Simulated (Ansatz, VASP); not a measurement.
# Cross-check of BaBi between VASP and Ansatz

Aim: how closely do two programs agree when they are given the same cell, functional and k mesh? The cell is invented: As first built, before any earlier steps moved the atoms: it takes the SbPb structure with all of its atoms replaced by other elements, volume scaled by an estimate. It may not be a known or stable phase. The cell is taken from a series of runs on this material, whose earlier steps may have relaxed or scaled it; both programs get it as it stands.

Main program and level: Ansatz 0.2.0; plane waves, with VASP 6.6.1 beside it; single point at LDA.

### Step 1. The structure

Symmetry: P4/mmm, No. 123, tetragonal system. Conventional cell: a = 3.945 Å, b = 3.945 Å, c = 4.665 Å, α = 90.00°, β = 90.00°, γ = 90.00°. Nearest to Bi lie 8 Ba at 3.64 Å. Nearest to Ba lie 8 Bi at 3.64 Å and 4 Ba at 3.94 Å. As first built, before any earlier steps moved the atoms: sites of the SbPb structure (space group 65) filled with other elements, volume scaled by an estimate. Farther neighbours are not listed.

As a file:

```xyz
2
Lattice="2.7893 -2.7893 0.0000 2.7893 2.7893 0.0000 0.0000 0.0000 4.6651" Properties=species:S:1:pos:R:3 pbc="T T T"
Bi    2.7893    0.0000    2.3326
Ba    0.0000    0.0000    0.0000
```

### Step 2. VASP: single point, LDA

With cell and atoms fixed, the geometry can't cause a difference; cores, projectors, grids and the points listed under the comparison can.

Lines of VASP's logs that name or quote its potential files are left out, and so is its time.

File INCAR:

```
SYSTEM = BaBi
PREC = Accurate
ENCUT = 520
EDIFF = 1E-06
NELM = 100
ISMEAR = 0
SIGMA = 0.05
LREAL = .FALSE.
ALGO = Normal
GGA = CA
NBANDS = 19
LORBIT = 11
LWAVE = .FALSE.
LCHARG = .FALSE.
KPAR = 2
ISIF = 2
```

File POSCAR:

```
BaBi
1.0
    2.7892884900     -2.7893052300      0.0000000000
    2.7892884900      2.7893052300      0.0000000000
    0.0000000000      0.0000000000      4.6651059000
Bi Ba
1 1
Direct
    0.5000000000      0.5000000000      0.5000000000
    0.0000000000      0.0000000000      0.0000000000
```

File KPOINTS:

```
Automatic mesh
0
Gamma
6 6 5
0 0 0
```

Potentials, in the order of the species: Bi_d_GW and Ba_sv_GW (LDA family, release 64).

Started as:

```sh
$ mpirun -np 2 vasp_std
```

Numbers of over 12 decimals in the logs are rounded to 6 here.

Log:

```text
[banner, memory and clock lines left out]
running    2 mpi-ranks, on    1 nodes
 distrk:  each k-point on    1 cores,    2 groups
 distr:  one band on    1 cores,    1 groups

 POSCAR found type information on POSCAR BiBa
 POSCAR found :  2 types and       2 ions
 LDA part: xc-table for (Slater(with rela. corr.)+CA(PZ))
 , standard interpolation
 POSCAR, INCAR and KPOINTS ok, starting setup
 FFT: planning ... GRIDC
 FFT: planning ... GRID_SOFT
 FFT: planning ... GRID
 WAVECAR not read
 entering main loop
       N       E                     dE             d eps       ncg     rms          rms(c)
DAV:   1     0.255986603669E+03    0.25599E+03   -0.15254E+04  1728   0.182E+03
DAV:   2     0.102343734602E+02   -0.24575E+03   -0.24021E+03  1676   0.492E+02
DAV:   3    -0.109925729583E+02   -0.21227E+02   -0.21106E+02  1712   0.129E+02
DAV:   4    -0.120227221757E+02   -0.10301E+01   -0.10196E+01  1992   0.345E+01
DAV:   5    -0.120468879324E+02   -0.24166E-01   -0.24038E-01  1861   0.431E+00    0.284E+01
DAV:   6    -0.115737061783E+02    0.47318E+00   -0.61953E-01  1768   0.455E+00    0.207E+01
DAV:   7    -0.115388254906E+02    0.34881E-01   -0.15895E+00  1592   0.843E+00    0.409E+00
DAV:   8    -0.114617208701E+02    0.77105E-01   -0.60378E-01  1658   0.541E+00    0.541E+00
DAV:   9    -0.114574819848E+02    0.42389E-02   -0.38295E-02  1620   0.233E+00    0.237E+00
DAV:  10    -0.114557718527E+02    0.17101E-02   -0.11488E-02  1788   0.153E+00    0.947E-01
DAV:  11    -0.114557179254E+02    0.53927E-04   -0.10011E-03  1450   0.312E-01    0.706E-01
DAV:  12    -0.114557034587E+02    0.14467E-04   -0.16189E-04  1551   0.133E-01    0.447E-01
DAV:  13    -0.114557025778E+02    0.88089E-06   -0.18394E-05  1420   0.368E-02    0.229E-01
DAV:  14    -0.114556975666E+02    0.50112E-05   -0.88277E-06  1588   0.291E-02    0.113E-01
DAV:  15    -0.114556966052E+02    0.96146E-06   -0.52074E-06  1528   0.190E-02
   1 F= -.11455697E+02 E0= -.11453843E+02  d E =-.370729E-02
```

OUTCAR, selected parts (step 2):

```text
ion  position               nearest neighbor table
   1  0.500  0.500  0.500-
   2  0.000  0.000  0.000-

  LATTYP: Found a simple tetragonal cell.
 ALAT       =     3.9446614489
 C/A-ratio  =     1.1826378411

 Subroutine GETGRP returns: Found 16 space group operations
 (whereof 16 operations were pure point group operations)

The static configuration has the point symmetry D_4h.

 Found     30 irreducible k-points:

   k-points           NKPTS =     30   k-points in BZ     NKDIM =     30   number of bands    NBANDS=     19

   dimension x,y,z NGX =    30 NGY =   30 NGZ =   36
   dimension x,y,z NGXF=    60 NGYF=   60 NGZF=   72

   ENCUT  =  520.0 eV  38.22 Ry    6.18 a.u.   7.33  7.33  8.67*2*pi/ulx,y,z

   NELECT =      27.0000    total number of electrons

 k-points in reciprocal lattice and weights: Automatic mesh
   0.00000000  0.00000000  0.00000000       0.006
   0.16666667 -0.00000000  0.00000000       0.022
   0.33333333 -0.00000000  0.00000000       0.022
   0.50000000 -0.00000000  0.00000000       0.011
   0.16666667  0.16666667  0.00000000       0.022
   0.33333333  0.16666667  0.00000000       0.044
   0.50000000  0.16666667  0.00000000       0.022
   0.33333333  0.33333333  0.00000000       0.022
   0.50000000  0.33333333  0.00000000       0.022
[...]
0.50000000  0.33333333  0.40000000       0.044
   0.50000000  0.50000000  0.40000000       0.011

 average (electrostatic) potential at core
       1 -55.7372       2 -73.3027

 E-fermi :   4.3518

 k-point     1 :       0.0000    0.0000    0.0000
  band No.  band energies     occupation
    ...
      8      -8.7315      2.00000
      9      -8.4812      2.00000
     10      -8.4811      2.00000
     11      -6.3470      2.00000
     12       4.1919      1.99999
     13       4.5548      0.00000
     14       4.9138      0.00000
     15       5.7131      0.00000
     16       5.7131      0.00000
     17       7.2945      0.00000
    ...

 k-point     2 :       0.1667   -0.0000    0.0000
  band No.  band energies     occupation
    ...
      9      -8.6956      2.00000
     10      -8.4570      2.00000
     11      -6.0521      2.00000
     12       3.6062      2.00000
     13       3.9152      2.00000
     14       4.8338      0.00000
     15       5.6045      0.00000
     16       5.9052      0.00000
     17       8.8140      0.00000
     18       8.8500      0.00000
    ...

 k-point     3 :       0.3333   -0.0000    0.0000
  band No.  band energies     occupation
    ...
      9      -8.6221      2.00000
     10      -8.4081      2.00000
     11      -5.5003      2.00000
     12       1.7396      2.00000
     13       3.3936      2.00000
     14       5.3008      0.00000
     15       5.3244      0.00000
     16       7.7199      0.00000
     17       9.1325      0.00000
     18       9.3567      0.00000
    ...

  Total       -0.2661070     -0.2661102     -0.2552820      0.0000000     -0.0000000     -0.0000000
  in kB       -5.8733511     -5.8734216     -5.6344285      0.0000000     -0.0000000     -0.0000000
  external PRESSURE =      -5.7937337 kB  Pullay stress =       0.0000000 kB

  energy-cutoff  :      520.00
  volume of cell :       72.59
      direct lattice vectors                 reciprocal lattice vectors
     2.789288490 -2.789305230  0.000000000     0.179257184 -0.179256108  0.000000000
     2.789288490  2.789305230  0.000000000     0.179257184  0.179256108  0.000000000
     0.000000000  0.000000000  4.665105900     0.000000000  0.000000000  0.214357406

 POSITION                                       TOTAL-FORCE (eV/Angst)
 -----------------------------------------------------------------------------------
      2.78929      0.00000      2.33255         0.000000      0.000000      0.000000
      0.00000      0.00000      0.00000        -0.000000      0.000000      0.000000
 -----------------------------------------------------------------------------------
    total drift:                                0.000000      0.000000      0.000000

  FREE ENERGIE OF THE ION-ELECTRON SYSTEM (eV)
  ---------------------------------------------------
  free  energy   TOTEN  =       -11.4556966052 eV

  energy  without entropy=      -11.4519893123  energy(sigma->0) =      -11.45384296

 total charge
# of ion       s       p       d       f       tot
--------------------------------------------------
    1        3.466   1.527   9.893   0.003  14.890
    2        2.564   5.632   0.351   0.028   8.575
--------------------------------------------------
tot          6.030   7.159  10.244   0.031  23.465

[... 3 further parts left out ...]
```

The run ends at a pressure of -0.58 GPa.

### Step 3. Ansatz: single point, LDA

Ansatz runs on its default PAW (the set named soft_2) files.

The same cell, functional (in two slightly different forms), mesh and smearing now go to Ansatz, which takes its cutoff from its data sets.

File input.yaml:

```yaml
crystal:
  lattice:
    - [2.78928849, -2.78930523, 0.0]
    - [2.78928849, 2.78930523, 0.0]
    - [0.0, 0.0, 4.6651059]
  atoms:
    - { symbol: Bi, position: [0.5, 0.5, 0.5] }
    - { symbol: Ba, position: [0.0, 0.0, 0.0] }
hamiltonian:
  xc: lda
  pseudopotentials: { kind: paw }
kpoints:
  mp_grid: { grid: [6, 6, 5] }
scf:
  occupations: { method: gaussian, width: 0.05 }
  n_extra_bands: 4
output:
  forces: true
  stress: true
  eigenvalues: true
```

Started as:

```sh
$ ansatz run input.yaml --threads 4 --pin off --max-ram 9216MiB --backend cpu --events-out ev --progress --plain --runs-dir out
```

Log:

```text
Warning: 8 symmetry operations that the atoms keep within the bar at which the run's group was sought (crystal.symmetry.tolerance 1.0e-5, or twice it) were not taken beside the 8 unitary ones that the detection took (of a slab, those that keep its plane). If the more symmetric cell is meant, write the vectors of crystal.lattice to more decimals, or, with the positions in fractional coordinates, give it by lengths and [...]
scf.n_extra_bands = 4 over 13 filled bands (N_el = 25.0): the run solves 17 bands
Engine: ansatz 0.2.0, x86_64-unknown-linux-gnu
Pseudopotentials: kind: paw
Pseudopotential: Bi, paw, valence charge 15, recommended cutoff 420 eV (normal), Bi.paw.azcp
Pseudopotential: Ba, paw, valence charge 10, recommended cutoff 420 eV (normal), Ba.paw.azcp
Functional definition: SPW92
  exchange = slater_x
  correlation = pw_c
Crystal: 2 atoms, lattice volume = 72.591 Å³
Basis set: ecut = 420 eV, 1439 PW (Γ)
Bands: 17, of which v1, the nominal top of the filled ones, is band 13 counted from 1 (12 counted from 0)
Symmetry: 8 space group operations
Space group: Cmmm (ITA 65), of the structure as read, at distance tolerance 4.2e-5 Å
k-points: 39 of 180
Non-local potential: Bi, projectors of the file, l = 0: 2, l = 1: 2, l = 2: 2, l = 3: 2
Non-local potential: Ba, projectors of the file, l = 0: 3, l = 1: 2, l = 2: 2, l = 3: 2
PAW form: soft (Blöchl's): semilocal exchange-correlation on the pseudo side does not see the compensation charge
PAW frozen core: Bi, regenerated for the run's functional, and the local potential with it (the file was generated under x = pbe(κ = 0.804, μ = 0.219515), c = pbe(β = 0.066725))
PAW frozen core: Ba, regenerated for the run's functional, and the local potential with it (the file was generated under x = pbe(κ = 0.804, μ = 0.219515), c = pbe(β = 0.066725))
PAW one-centre angular grid: Bi, 590 points (default); XC on 64 Gauss nodes
PAW one-centre angular grid: Ba, 194 points (default); XC on 64 Gauss nodes
Initial density: superposition of atomic densities (neutral atoms: chi_scale 0, normalization atom), corrected by the library's trained network
Initial wavefunctions: pseudopotential atomic-orbital guess
Functional: x = slater, c = lda
SCF iter   1: F=—  HF=-17867.205521 eV  |F-HF|=—  |Δ(HF+E_count)|=         —  Δρ=3.64e-3  dr2=5.58e-3  ethr=1.77e-3  ⟨swp⟩=9.1  Hψ=4472  notcnv=0
preconditioner: auto → Resta (q_TF=auto, 2.284 Å⁻¹)  ε∞=3.0  [insulator: Δε(μ)=0.085 eV  Ē_g=11.159 eV  σ=0.050 eV  W_gap=0.75  n_scr=18 (ndim 8)  ℏωp=15.7 eV  f_vac=0.000  D(μ)=2.96/eV (n_scr^D=28)  ε∞_Penn≈3.0]
SCF iter   2: F=—  HF=-17867.204274 eV  |F-HF|=—  |Δ(HF+E_count)|=   1.25e-3  Δρ=1.78e-3  dr2=1.35e-3  ethr=2.23e-5  ⟨swp⟩=2.5  Hψ=1437  notcnv=0  defer=11
SCF iter   3: F=—  HF=-17867.204106 eV  |F-HF|=—  |Δ(HF+E_count)|=   1.68e-4  Δρ=2.14e-4  dr2=3.19e-5  ethr=5.42e-6  ⟨swp⟩=2.0  Hψ=1155  notcnv=0  defer=11
SCF iter   4: F=—  HF=-17867.204094 eV  |F-HF|=—  |Δ(HF+E_count)|=   1.19e-5  Δρ=7.13e-5  dr2=5.60e-6  ethr=1.28e-7  ⟨swp⟩=2.0  Hψ=1095  notcnv=0  defer=11
SCF iter   5: F=—  HF=-17867.204092 eV  |F-HF|=—  |Δ(HF+E_count)|=   1.54e-6  Δρ=1.52e-5  dr2=3.75e-7  ethr=2.24e-8  ⟨swp⟩=2.0  Hψ=1095  notcnv=0  defer=11
SCF iter   6: F=-17867.204092 eV  HF=-17867.204092 eV  |F-HF|=3.17e-10  |Δ(HF+E_count)|=   8.21e-8  Δρ=1.91e-6  dr2=1.94e-9  ethr=4.00e-10  ⟨swp⟩=7.9  Hψ=4047  notcnv=0
SCF 1 converged in 6 iterations: F = -17867.204092 eV  dr2 = 1.94e-9
  greatest PAW one-centre occupation: 0.988 electrons in one spin orbital (limit 2), on the Bi atom at site 0 (counted from 0), in its partial waves of l = 2
SCF converged after 6 iterations
Free energy (F): -17867.204092 eV
Harris-Foulkes:  -17867.204092 eV  (|F-HF|=3.17e-10)
Internal energy: -17867.200349 eV  (E = F + TS)
E sigma→0 (E₀):  -17867.202220 eV
Entropy (-TS):   -0.003744 eV (-1.872 meV/atom)
Fermi energy:    9.717922 eV
--- Per-component energies (eV) ---
  E_band       = -137.003402
  E_kinetic    = 474.563980
  E_local      = -1835.559688  (includes V_loc(G=0)·N_el)
  E_nonlocal   = 622.131652
  E_hartree    = 605.721708
  E_xc         = -317.959544
  E_vxc        = -281.395031  (∫ρ·V_xc dr)
  E_paw        = -15411.095711  (= ΣΔE_a)
  E_vpaw       = -328.187817  (= ΣTr[D̂ρ^β])
  E_aug_tail   = -0.000527  (compensation charges beyond the density's cutoff)
  E_ewald      = -2005.279850
  E_core_change = 0.277631  (= ΣΔE_core)
  E_smearing   = -0.003744  (= −TS)
  E_closure    = 0.000000  (closes the sum)
  Σ components = -17867.204092   (vs F -17867.204092, Δ=0.00e0)
--- Forces (eV/Å), atoms counted from 1 ---
  atom   1  Bi     0.00000000     0.00000000     0.00000000
  atom   2  Ba     0.00000000    -0.00000000     0.00000000
  max |Σ_I F_I| component: 4.89e-32 eV/Å
--- Stress (GPa, compression-positive) ---
       -0.512804      -0.000000       0.000000
       -0.000000      -0.512908       0.000000
        0.000000       0.000000      -0.523499
  P = ⅓ Tr σ = -0.5164 GPa (-5.164 kbar)
--- Band table (eV; the first three rows and the last of 39) ---
  k-point 0: bands = [... 9 lower, -1.0213, 9.5572, 9.9261, 10.2908, 11.0789, 11.0789, 12.6264, 14.2521]
  k-point 1: bands = [... 9 lower, -0.6749, 7.8979, 10.3844, 10.6984, 10.6984, 11.2649, 13.8868, 14.8911]
  k-point 2: bands = [... 9 lower, -0.1543, 6.6377, 10.2353, 10.2354, 10.5585, 12.8648, 14.5403, 15.1542]
  k-point 38: bands = [... 9 lower, 0.3191, 7.0405, 7.0405, 7.3310, 13.3066, 14.6024, 14.6025, 16.0399]
```

The run ends at a pressure of -0.52 GPa.

### Step 4. Differences

Known differences besides the PAW data sets themselves: the two LDA forms differ slightly; the data sets hold 25 valence electrons in Ansatz (default PAW (the set named soft_2) files) and 27 in VASP; the cutoff is 420 eV in Ansatz and 520 eV in VASP; Ansatz makes its cores anew for this functional, VASP keeps those of its LDA data sets. Total energies have different zeros and are not compared.

Both answers:

```tsv
quantity	Ansatz	VASP	difference
pressure (GPa)	-0.52	-0.58	+0.06
```

### Step 5. Outcome

```
difference in pressure (single point, LDA) : 0.063 GPa
```

**Reading.** The difference in pressure is 0.063 GPa (single point, LDA), within the 1 GPa picked in this series as the mark of a large difference. Differences of this kind measure data sets and numerical settings, not the functional's error against experiment.

[Lines on the potential files, build, host, timing and source positions are cut from VASP's logs without a mark.]

[Logs are printed without paths, hosts, clocks, repeated set-up lines and the standing remarks that a program may print on its own settings, such as how far it seeks lower states.]

[Hosts, paths, dates, database ids (printed as entryN), source tags and the programs' standing remarks are cut or masked in the printed files.]
